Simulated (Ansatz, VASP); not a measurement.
# PtWS4: VASP beside Ansatz

```xyz
6
Lattice="4.1536 0.0000 0.0000 0.0000 4.1536 0.0000 0.0000 0.0000 5.9209" Properties=species:S:1:pos:R:3 pbc="T T T"
Pt    2.0768    2.0768    2.9604
W     0.0000    0.0000    0.0000
S     2.0768    0.0000    1.4238
S     0.0000    2.0768    4.4971
S     2.0768    0.0000    4.4971
S     0.0000    2.0768    1.4238
```

Alike in both runs: functional PBE; k mesh 10 × 10 × 6; occupations gaussian, width 0.1 eV; no spin polarisation.

Ansatz relaxed the structure, and its values are those at the end. VASP's run is a single point on that final structure, the one shown.

```csv
,VASP,Ansatz
version,VASP 6.6.1,Ansatz 0.2.0
potentials or method,"VASP PAW PBE potentials, release 64 (Pt, W_sv, S)","scalar-relativistic, plane waves, PAW"
plane-wave cutoff (eV),520,420
valence electrons in the cell,48,56
```

|  | VASP | Ansatz | Ansatz less VASP |
| --- | --- | --- | --- |
| gap on the k mesh at the Fermi level (eV) | none | none | - |
| pressure (GPa) | -0.1 | 0.0 | +0.05 |
| rms of the force components (eV/Å) | 0.006 | 0.000 | -0.0063 |

A gap of «none» marks a metal or a gap that the smearing closes. The functional is the same, so the differences come from potentials, cutoffs and numerics. The two sets of potentials don't hold the same shells in valence.

Spin-orbit coupling is left out, which matters for the levels of Pt, W.
